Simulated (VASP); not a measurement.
Output of a VASP run:

File OUTCAR:
```
 ion  position               nearest neighbor table
   1  0.856  0.250  0.785-   3 3.04   4 3.25   4 3.25   4 3.25   4 3.25   2 3.64   2 3.64   3 3.81
  LATTYP: Found a simple monoclinic cell.
 ALAT       =     4.5173340000
 B/A-ratio  =     0.9922571588
 C/A-ratio  =     1.4766337806
 COS(beta)  =    -0.2219585557
 Subroutine PRICEL returns:
 Original cell was already a primitive cell.
 Subroutine GETGRP returns: Found  4 space group operations
The static configuration has the point symmetry S_2 .
 The point group associated with its full space group is C_2h.
The dynamic configuration has the point symmetry S_2 .
 Subroutine INISYM returns: Found  4 space group operations
 Subroutine IBZKPT returns following result:
 Found     24 irreducible k-points:

 Following reciprocal coordinates:
            Coordinates               Weight
  0.000000  0.000000  0.000000      1.000000
  0.200000  0.000000  0.000000      2.000000
  0.400000  0.000000 -0.000000      2.000000
  0.000000  0.250000  0.000000      2.000000
  0.200000  0.250000  0.000000      4.000000
  0.400000  0.250000 -0.000000      4.000000
  0.000000  0.500000  0.000000      1.000000
  0.200000  0.500000  0.000000      2.000000
  0.400000  0.500000 -0.000000      2.000000
  0.000000  0.000000  0.333333      2.000000
  0.200000  0.000000  0.333333      2.000000
  0.400000  0.000000  0.333333      2.000000
 -0.400000  0.000000  0.333333      2.000000
 -0.200000  0.000000  0.333333      2.000000
  0.000000  0.250000  0.333333      4.000000
  0.200000  0.250000  0.333333      4.000000
  0.400000  0.250000  0.333333      4.000000
 -0.400000  0.250000  0.333333      4.000000
 -0.200000  0.250000  0.333333      4.000000
  0.000000  0.500000  0.333333      2.000000
  0.200000  0.500000  0.333333      2.000000
  0.400000  0.500000  0.333333      2.000000
 -0.400000  0.500000  0.333333      2.000000
 -0.200000  0.500000  0.333333      2.000000
   k-points           NKPTS =     24   k-points in BZ     NKDIM =     24   number of bands    NBANDS=     36
   number of dos      NEDOS =    301   number of ions     NIONS =      4
   total plane-waves  NPLWV =  31360
   dimension x,y,z NGX =    28 NGY =   28 NGZ =   40
   dimension x,y,z NGXF=    56 NGYF=   56 NGZF=   80
   ions per type =               4
   PREC   = accura    normal or accurate (medium, high low for compatibility)
   ISTART =      0    job   : 0-new  1-cont  2-samecut
   ICHARG =      2    charge: 1-file 2-atom 10-const
   ISPIN  =      1    spin polarized calculation?
   LNONCOLLINEAR =      F non collinear calculations
   LSORBIT =      F    spin-orbit coupling
   INIWAV =      1    electr: 0-lowe 1-rand  2-diag
   ENCUT  =  300.0 eV  22.05 Ry    4.70 a.u.   6.38  6.33  9.42*2*pi/ulx,y,z
   NELM   =    100;   NELMIN=  2; NELMDL= -5     # of ELM steps
   EDIFF  = 0.1E-05   stopping-criterion for ELM
   LREAL  =      F    real-space projection
   NLSPLINE    = F    spline interpolate recip. space projectors
   LMAXMIX     =    4 max onsite mixed and CHGCAR
   VOSKOWN=      0    Vosko Wilk Nusair interpolation
   EDIFFG = 0.1E-04   stopping-criterion for IOM
   NSW    =      0    number of steps for IOM
   NBLOCK =      1;   KBLOCK =      1    inner block; outer block
   IBRION =     -1    ionic relax: 0-MD 1-quasi-New 2-CG
   NFREE  =      0    steps in history (QN), initial steepest desc. (CG)
   ISIF   =      2    stress and relaxation
   ISYM   =      2    0-nonsym 1-usesym 2-fastsym
   TEIN   =    0.0    initial temperature
   TEBEG  =    0.0;   TEEND  =   0.0 temperature during run
   SMASS  =  -3.00    Nose mass-parameter (am)
   PSTRESS=    0.0 pullay stress
   NELECT =      60.0000    total number of electrons
   EFERMI =   0.00;   METHOD = LEGACY
   ISMEAR =     0;   SIGMA  =   0.14  broadening in eV -4-tet -1-fermi 0-gaus
   IALGO  =     38    algorithm
   LDIAG  =      T    sub-space diagonalisation (order eigenvalues)
   IMIX   =      4    mixing-type and parameters
...
```

OSZICAR:
```
       N       E                     dE             d eps       ncg     rms          rms(c)
DAV:   1     0.600228990575E+03    0.60023E+03   -0.24018E+04  1728   0.145E+03
DAV:   2     0.413245987752E+02   -0.55890E+03   -0.55080E+03  1760   0.450E+02
DAV:   3    -0.158561795654E+02   -0.57181E+02   -0.56147E+02  2004   0.173E+02
DAV:   4    -0.180178266349E+02   -0.21616E+01   -0.21547E+01  1972   0.365E+01
DAV:   5    -0.181110515258E+02   -0.93225E-01   -0.93203E-01  2312   0.617E+00    0.130E+00
DAV:   6    -0.180804981105E+02    0.30553E-01   -0.42998E-02  2160   0.293E+00    0.768E-01
DAV:   7    -0.180691387274E+02    0.11359E-01   -0.51753E-02  1840   0.192E+00    0.178E-01
DAV:   8    -0.180687425873E+02    0.39614E-03   -0.43706E-03  1904   0.540E-01    0.103E-01
DAV:   9    -0.180686203066E+02    0.12228E-03   -0.89544E-04  2292   0.275E-01    0.168E-02
DAV:  10    -0.180686197415E+02    0.56512E-06   -0.56361E-05  2108   0.631E-02    0.968E-03
DAV:  11    -0.180686198011E+02   -0.59617E-07   -0.41409E-06  1564   0.242E-02
   1 F= -.18068620E+02 E0= -.18059458E+02  d E =-.183239E-01
```

### OUTCAR
```
------------------------ aborting loop because EDIFF is reached ----------------------------------------
  FORCE on cell =-STRESS in cart. coord.  units (eV):
  Direction    XX          YY          ZZ          XY          YZ          ZX
  --------------------------------------------------------------------------------------
  Total       -1.0215888     -0.4649996     -1.1993796      0.0000000      0.0000000      0.3787882
  in kB      -12.4283489     -5.6570481    -14.5912997      0.0000000      0.0000000      4.6082259
  external PRESSURE =     -10.8922323 kB  Pullay stress =       0.0000000 kB
  volume of cell :      131.70
      direct lattice vectors                 reciprocal lattice vectors
     4.517334000  0.000000000  0.000000000     0.221369507  0.000000000  0.050391825
     0.000000000  4.482357000  0.000000000     0.000000000  0.223096911  0.000000000
    -1.480563000  0.000000000  6.504061000     0.000000000  0.000000000  0.153750096
 POSITION                                       TOTAL-FORCE (eV/Angst)
 -----------------------------------------------------------------------------------
      2.70293      1.12059      5.10686        -0.069563      0.000000      0.082066
      0.33384      3.36177      1.39720         0.069563      0.000000     -0.082066
      2.58833      1.12059      2.06764        -0.027504      0.000000     -0.056685
      0.44844      3.36177      4.43642         0.027504      0.000000      0.056685
 -----------------------------------------------------------------------------------
    total drift:                                0.000000     -0.000000     -0.000000
  FREE ENERGIE OF THE ION-ELECTRON SYSTEM (eV)
  ---------------------------------------------------
  free  energy   TOTEN  =       -18.0686198011 eV

  energy  without entropy=      -18.0502958665  energy(sigma->0) =      -18.05945783
```
(Selected blocks of OUTCAR.)

POSCAR:
```
Bi
1
    4.5173340000     0.0000000000     0.0000000000
    0.0000000000     4.4823570000     0.0000000000
   -1.4805630000     0.0000000000     6.5040610000
Bi
4
Direct
  0.8556900000   0.2500000000   0.7851800000
  0.1443100000   0.7500000000   0.2148200000
  0.6771700000   0.2500000000   0.3179000000
  0.3228300000   0.7500000000   0.6821000000
```

Question: Reconstruct the remaining input files.

Answer: One answer among several that fit: the input of the run itself, LDA (Ceperley-Alder, Perdew-Zunger), plane waves, VASP's LDA PAW potentials (set 64).

INCAR:
```
! general
SYSTEM  = Bi
PREC    = Accurate
ENCUT   = 300
LREAL   = .False.   ! projection in real space or not
LASPH   = .True.

! electronic loop
EDIFF   = 1E-6
NELM    = 100   ! most electronic steps
ALGO    = Normal
LMAXMIX = 4

! smearing
ISMEAR  = 0   ! Gaussian
SIGMA   = 0.136   ! width (eV)

! ions
ISIF    = 2

! output
LWAVE   = .False.
LCHARG  = .False.
```

File KPOINTS:
```
Automatic
0
gamma
5 4 3
0 0 0
```

POTCAR, in this order: Bi_d (LDA.64 set). Program: vasp_std.

At this cut-off the stress carries a Pulay error, which pulls relaxed volumes low.

The structure comes from a computed database's Bi entry; how it stands against other phases isn't given here. The cell was not relaxed at this level. The k-mesh is coarse (spacing up to 0.35 per Å, 2π included), so the numbers may not be converged in it.
